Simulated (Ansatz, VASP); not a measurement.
# Cross-check of Co (Cobalt) between VASP and Ansatz, part 2 of 2

One calculation is typed for both programs; each brings its own data sets and cutoff. How far apart do they land? The cell is taken from a series of VASP runs on this material, whose earlier steps may have relaxed, scaled or displaced it; both programs get it as it stands.

VASP 6.6.1 and Ansatz 0.2.0.

So far: The structure; VASP: relaxation of cell and atoms, PBEsol.

### 3. Ansatz: relaxation of cell and atoms, PBEsol

Level of this step: Ansatz beside VASP: Kohn-Sham DFT, plane waves, PBEsol (Ansatz).

Ansatz runs on its default PAW (the set named soft_2) files.

The same cell, functional, mesh and smearing now go to Ansatz, which takes its cutoff from its data sets.

Contents of input.yaml:

```yaml
crystal:
  lattice:
    - [2.4545241693, 0.0, 0.0]
    - [-1.2272620847, 2.1256802848, 0.0]
    - [0.0, 0.0, 3.9615603228]
  atoms:
    - { symbol: Co, position: [0.6666666667, 0.3333333333, 0.75], spin: 2.0 }
    - { symbol: Co, position: [0.3333333333, 0.6666666667, 0.25], spin: 2.0 }
hamiltonian:
  xc: pbesol
  pseudopotentials: { kind: paw }
magnetization:
  spin_polarized: true
kpoints:
  mp_grid: { grid: [22, 22, 12] }
scf:
  occupations: { method: methfessel_paxton, width: 0.15 }
relax:
  f_tol: 0.01
  max_steps: 60
  cell: { stress_tol: 0.05 }
output:
  forces: true
  stress: true
  write_density: true
  write_potential: true
  elf: true
  volumetric_format: npy
```

Started as:

```sh
$ ansatz run input.yaml --threads 4 --pin off --max-ram 9216MiB --backend cpu --events-out ev --progress --plain --runs-dir out
```

Numbers of over 12 decimals in the logs are rounded to 6 here.

Log:

```text
Engine: ansatz 0.2.0, aarch64-unknown-linux-gnu
Pseudopotentials: kind: paw
Pseudopotential: Co, paw, valence charge 17, recommended cutoff 420 eV (normal), Co.paw.azcp
Functional definition: PBEsol
  exchange = pbesol_x
  correlation = pbesol_c
Crystal: 2 atoms, lattice volume = 20.670 Å³
Basis set: ecut = 420 eV, 391 PW (Γ), exchange–correlation on 36×36×54 points (8 copies of the dense FFT grid, shifted against one another)
Bands: 23, of which v1, the nominal top of the filled ones, is band 17 counted from 1 (16 counted from 0)
Symmetry: 24 space group operations
Space group: P63/mmc (ITA 194), of the structure as read, at distance tolerance 2.7e-5 Å
Magnetic group: BNS 194.263 (UNI 1493), of the structure as read, at distance tolerance 2.7e-5 Å
k-points: 364 of 5808
Non-local potential: Co, projectors of the file, l = 0: 3, l = 1: 2, l = 2: 3, l = 3: 1
PAW form: soft (Blöchl's): semilocal exchange-correlation on the pseudo side does not see the compensation charge
PAW frozen core: Co, regenerated for the run's functional, and the local potential with it (the file was generated under x = pbe(κ = 0.804, μ = 0.219515), c = pbe(β = 0.066725))
PAW one-centre angular grid: Co, 590 points (default); XC on 64 Gauss nodes
Initial density: superposition of atomic densities (chi_scale 0.1, normalization cell)
Starting moments: Σ|m| = 4 μB on 2 of 2 sites
Initial wavefunctions: pseudopotential atomic-orbital guess
Functional: x = pbesol(κ = 0.804, μ = 0.123457), c = pbesol(β = 0.046)
SCF iter   1: F=—  HF=-10185.598924 eV  |F-HF|=—  |Δ(HF+E_count)|=         —  Δρ=1.01e-1 (↑6.94e-2 ↓1.01e-1)  dr2=3.34e0  dr2_m=7.39e-2  M=3.517 μB ∫|m|=3.658 μB  β_m=0.30  ethr=3.10e-3  ⟨swp⟩=4.6  Hψ=60505  notcnv=0
Mixer restart at iter 1: flushing history
preconditioner: auto → none  [metal: Δε(μ)=0.000 eV  Ē_g=9.584 eV  σ=0.150 eV  W_gap=0.00  n_scr=8 (ndim 8)  ℏωp=34.7 eV  f_vac=0.000  D(μ)=1.57/eV (n_scr^D=22)  sad-step TF]
SCF iter   2: F=—  HF=-10184.494771 eV  |F-HF|=—  |Δ(HF+E_count)|=    1.10e0  Δρ=3.54e-2 (↑1.35e-2 ↓3.54e-2)  dr2=2.61e-1  dr2_m=5.61e-2  M=3.486 μB ∫|m|=3.670 μB  β_m=0.35  ethr=3.10e-3  ⟨swp⟩=2.6  Hψ=34833  notcnv=0  defer=937
SCF iter   3: F=—  HF=-10185.095892 eV  |F-HF|=—  |Δ(HF+E_count)|=         —  Δρ=1.54e-2 (↑1.16e-2 ↓1.54e-2)  dr2=2.03e-2  dr2_m=1.95e-2  M=3.301 μB ∫|m|=3.511 μB  β_m=0.35  ethr=7.68e-4  ⟨swp⟩=2.1  Hψ=22469  notcnv=0  defer=937
Mixer restart at iter 3: flushing history
SCF iter   4: F=—  HF=-10185.510323 eV  |F-HF|=—  |Δ(HF+E_count)|=   4.14e-1  Δρ=1.21e-2 (↑7.47e-3 ↓1.21e-2)  dr2=8.73e-3  dr2_m=1.40e-2  M=3.256 μB ∫|m|=3.485 μB  β_m=0.62  ethr=5.97e-5  ⟨swp⟩=2.1  Hψ=30199  notcnv=0  defer=938
SCF iter   5: F=—  HF=-10185.948368 eV  |F-HF|=—  |Δ(HF+E_count)|=   4.38e-1  Δρ=1.08e-2 (↑4.87e-3 ↓1.08e-2)  dr2=2.82e-2  dr2_m=3.14e-3  M=3.180 μB ∫|m|=3.443 μB  β_m=0.81  ethr=2.57e-5  ⟨swp⟩=2.0  Hψ=33855  notcnv=0  defer=872
SCF iter   6: F=—  HF=-10185.992916 eV  |F-HF|=—  |Δ(HF+E_count)|=   4.45e-2  Δρ=6.55e-3 (↑6.55e-3 ↓2.06e-3)  dr2=5.03e-3  dr2_m=1.41e-3  M=3.158 μB ∫|m|=3.429 μB  β_m=0.79  ethr=2.57e-5  ⟨swp⟩=2.0  Hψ=34099  notcnv=0  defer=768
SCF iter   7: F=—  HF=-10185.994861 eV  |F-HF|=—  |Δ(HF+E_count)|=   1.95e-3  Δρ=9.29e-4 (↑9.29e-4 ↓2.92e-4)  dr2=1.78e-4  dr2_m=2.01e-5  M=3.146 μB ∫|m|=3.422 μB  β_m=0.90  ethr=1.48e-5  ⟨swp⟩=1.6  Hψ=26642  notcnv=0  defer=789
SCF iter   8: F=—  HF=-10185.994878 eV  |F-HF|=—  |Δ(HF+E_count)|=   1.62e-5  Δρ=5.07e-4 (↑5.07e-4 ↓4.78e-4)  dr2=1.08e-4  dr2_m=2.88e-7  M=3.146 μB ∫|m|=3.421 μB  β_m=0.94  ethr=5.22e-7  ⟨swp⟩=1.0  Hψ=16744  notcnv=0  defer=802
SCF iter   9: F=—  HF=-10185.985576 eV  |F-HF|=—  |Δ(HF+E_count)|=         —  Δρ=5.27e-4 (↑4.97e-4 ↓5.27e-4)  dr2=1.45e-7  dr2_m=4.95e-5  M=3.153 μB ∫|m|=3.427 μB  β_m=0.94  ethr=3.18e-7  ⟨swp⟩=2.0  Hψ=22671  notcnv=0  defer=815
Mixer restart at iter 9: flushing history
iteration 9: the input's own smearing fills from here on; a Gaussian of 0.15 eV has filled iterations ahead of it
SCF iter  10: F=—  HF=-10185.985584 eV  |F-HF|=—  |Δ(HF+E_count)|=   8.29e-6  S|Δr|=    0.00e0  Δρ=2.16e-4 (↑2.16e-4 ↓1.52e-4)  dr2=4.09e-7  dr2_m=6.38e-6  M=3.155 μB ∫|m|=3.429 μB  β_m=0.97  ethr=4.26e-10  ⟨swp⟩=2.7  Hψ=29521  notcnv=0  defer=815
SCF iter  11: F=—  HF=-10185.985588 eV  |F-HF|=—  |Δ(HF+E_count)|=   3.96e-6  S|Δr|=    0.00e0  Δρ=1.80e-4 (↑1.67e-4 ↓1.80e-4)  dr2=1.27e-5  dr2_m=1.13e-8  M=3.155 μB ∫|m|=3.430 μB  β_m=0.97  ethr=4.26e-10  ⟨swp⟩=3.2  Hψ=34353  notcnv=0  defer=815
SCF iter  12: F=-10185.985585 eV  HF=-10185.985585 eV  |F-HF|=3.69e-10  |Δ(HF+E_count)|=   2.93e-6  S|Δr|=    0.00e0  Δρ=1.01e-5 (↑1.01e-5 ↓5.62e-6)  dr2=6.34e-9  dr2_m=1.02e-8  M=3.155 μB ∫|m|=3.430 μB  ethr=2.94e-10  ⟨swp⟩=5.8  Hψ=107619  notcnv=0
SCF 1 converged in 12 iterations: F = -10185.985585 eV  dr2 = 6.34e-9
  greatest PAW one-centre occupation: 1.001 electrons in one spin orbital (limit 2), on the Co atom at site 1 (counted from 0), in its partial waves of l = 1
relax step   1: F+E_penalty+E_count = -10185.98558507 eV  Δ(F+E_penalty+E_count) = +0.000e0 eV  max|allowed force component| = 4.626e-17 eV/Å  Δτ_max = 0.0000 Å  P = +0.968 GPa  Ω = 20.670 Å³  (12 SCF iters, dr2 threshold 1.00e-7 eV, accepted)
[...]
relax step   2: F+E_penalty+E_count = -10185.98571616 eV  Δ(F+E_penalty+E_count) = -1.311e-4 eV  max|allowed force component| = 3.701e-17 eV/Å  Δτ_max = 0.0000 Å  P = +0.466 GPa  Ω = 20.711 Å³  energy of the carried Pulay correction = -5.379e-5 eV  (5 SCF iters, dr2 threshold 2.00e-7 eV, accepted)
[...]
relax step   3: F+E_penalty+E_count = -10185.98572262 eV  Δ(F+E_penalty+E_count) = -6.457e-6 eV  max|allowed force component| = 2.776e-17 eV/Å  Δτ_max = 0.0000 Å  P = +0.002 GPa  Ω = 20.749 Å³  energy of the carried Pulay correction = -1.038e-4 eV  (5 SCF iters, dr2 threshold 2.00e-7 eV, accepted)
[...]
relax step   4: F+E_penalty+E_count = -10185.98582804 eV  Δ(F+E_penalty+E_count) = -1.054e-4 eV  max|allowed force component| = 4.163e-17 eV/Å  Δτ_max = 0.0000 Å  P = +0.014 GPa  Ω = 20.749 Å³  stress off target by 2.03e-2 GPa  SCF on the basis re-selected at this cell (its energy is not comparable with the rows above)  (6 SCF iters)
basis re-selected at this cell: Δ(F+E_penalty+E_count) = -1.054e-4 eV, ΔP = +0.011 GPa vs the last step (what re-selecting the basis moved, of the pressure what is left beyond the Pulay correction that the steps carried, after the strain that the cell walked since its last selection, with what the two solves' SCF thresholds leave and, on support functions, any second-order correction that the steps lacked; it is no m [...]
SCF converged after 6 iterations
Stability not checked: this state was not tested for a lower state beside it, because cold or Methfessel-Paxton smearing, or corrected tetrahedra, fill the levels in a way that the test cannot read (fill_not_monotonic; see scf.lower_state_search)
Magnetization: 3.1612 μB (18.5806 up, 15.4194 down)
Absolute magnetization: 3.4395 μB (∫|ρ↑−ρ↓|, with the PAW one-centre terms)
Spin contamination: 0.0458 ħ² per cell (⟨S²⟩ above its minimum at these occupations)
Per-site moments (μB) at R_I (Å): [(1.645061, 1.005997), (1.645061, 1.005997)]
Free energy (F): -10185.985828 eV
Harris-Foulkes:  -10185.985828 eV  (|F-HF|=0.00e0)
Internal energy: -10185.985956 eV  (E = F + TS)
E sigma→0 (E₀):  -10185.985860 eV
Entropy (-TS):   0.000128 eV (0.064 meV/atom)
Fermi energy:    19.528052 eV
--- Per-component energies (eV) ---
  E_band       = -457.958622
  E_kinetic    = 910.158499
  E_local      = -5535.739805  (includes V_loc(G=0)·N_el)
  E_nonlocal   = 911.037649
  E_hartree    = 2320.441913
  E_xc         = -316.447602
  E_vxc        = -410.288833  (∫ρ·V_xc dr)
  E_paw        = -2965.145973  (= ΣΔE_a)
  E_vpaw       = -974.010084  (= ΣTr[D̂ρ^β])
  E_aug_tail   = 0.000118  (compensation charges beyond the density's cutoff)
  E_ewald      = -5510.667594
  E_core_change = 0.376838  (= ΣΔE_core)
  E_smearing   = 0.000128  (= −TS)
  E_closure    = -0.000000  (closes the sum)
  Σ components = -10185.985828   (vs F -10185.985828, Δ=0.00e0)
--- Forces (eV/Å), atoms counted from 1 ---
  atom   1  Co    -0.00000000    -0.00000000     0.00000000
  atom   2  Co     0.00000000     0.00000000     0.00000000
  max |Σ_I F_I| component: 1.39e-17 eV/Å
--- Stress (GPa, compression-positive) ---
        0.010573       0.000000       0.000000
       -0.000000       0.010573       0.000000
        0.000000       0.000000       0.020313
  P = ⅓ Tr σ = 0.0138 GPa (0.138 kbar)
--- Band table (eV; the first three rows and the last of 728) ---
  k-point 0 ↑: bands = [... 13 lower, 17.2299, 17.2299, 17.6057, 17.6057, 18.8136, 18.8136, 19.2992, 26.2542, ... 2 higher]
  k-point 1 ↑: bands = [... 13 lower, 17.2083, 17.2083, 17.6562, 17.6562, 18.8102, 18.8102, 19.0103, 26.6822, ... 2 higher]
  k-point 2 ↑: bands = [... 13 lower, 17.1485, 17.1485, 17.7851, 17.7851, 18.3312, 18.7965, 18.7965, 27.7913, ... 2 higher]
  k-point 363 ↓: bands = [... 13 lower, 17.6590, 19.3240, 19.3240, 20.6971, 20.6971, 25.8594, 25.8594, 28.0504, ... 2 higher]
--- Relaxed structure (3 steps of the walk, 3 accepted, 1 SCFs on fresh bases) ---
  F+E_penalty+E_count = -10185.98582804 eV   max|allowed force component| = 4.163e-17 eV/Å   (the final SCF, on the basis selected at the relaxed cell)
  cell:  # Å, volume = 20.7493 Å³
    - [2.457529, 2.890286539102437e-11, 0.0]
    - [-1.228764, 2.128282, 0.0]
    - [0.0, 0.0, 3.967115]
  atoms:
    - { symbol: Co, position: [0.666667, 0.333333, 0.750000] }
    - { symbol: Co, position: [0.333333, 0.666667, 0.25] }
```

Elapsed: 18 s, on 4 threads of Arm Neoverse V2, shared host; peak memory 0.56 GiB.

### 4. Differences

Known differences besides the potentials themselves: both relaxations stop at a tolerance, which leaves soft axes loose, and VASP keeps its plane-wave basis; the data sets hold 34 valence electrons in Ansatz (default PAW (the set named soft_2) files) and 18 in VASP; the cutoff is 420 eV in Ansatz and 520 eV in VASP; Ansatz makes its cores anew for this functional, VASP keeps those of its PBE data sets; Ansatz adds a Pulay correction to the stress that steers its cell, VASP none; site moments are counted in spheres of each program's own size. Total energies have different zeros and are not compared.

The two programs side by side:

```
                                         quantity  Ansatz   VASP  difference
                                      volume (Å³)   20.75  20.67     +0.39 %
edge a after relaxation, in the typed setting (Å)   2.458  2.454     +0.12 %
edge c after relaxation, in the typed setting (Å)   3.967  3.962     +0.14 %
                                total moment (μB)    3.16   3.15       +0.01
                               moment on Co1 (μB)    1.65   1.58       +0.06
                               moment on Co2 (μB)    1.65   1.58       +0.06
```

The walks stopped with 0.01 GPa left in Ansatz and 0.05 GPa in VASP; each walk ends within a tolerance, so the volume difference is uncertain by about these residues over the bulk modulus, most in soft cells.

### 5. Results

- difference in volume (relaxation of cell and atoms, PBEsol): 0.39 %

In words: The difference in volume is 0.39 % (relaxation of cell and atoms, PBEsol), within the 1.2 % picked in this series as the mark of a large difference, as far as the stopping tolerances let one tell. How closely two codes agree says nothing of how well the functional describes the real material.

[Lines on the potential files, build, host, timing and source positions are cut from VASP's logs without a mark.]

[Logs are printed without paths, hosts, clocks, repeated set-up lines and the standing remarks that a program may print on its own settings, such as how far it seeks lower states.]

[Hosts, paths, dates, database ids (printed as entryN), source tags and the programs' standing remarks are cut or masked in the printed files.]
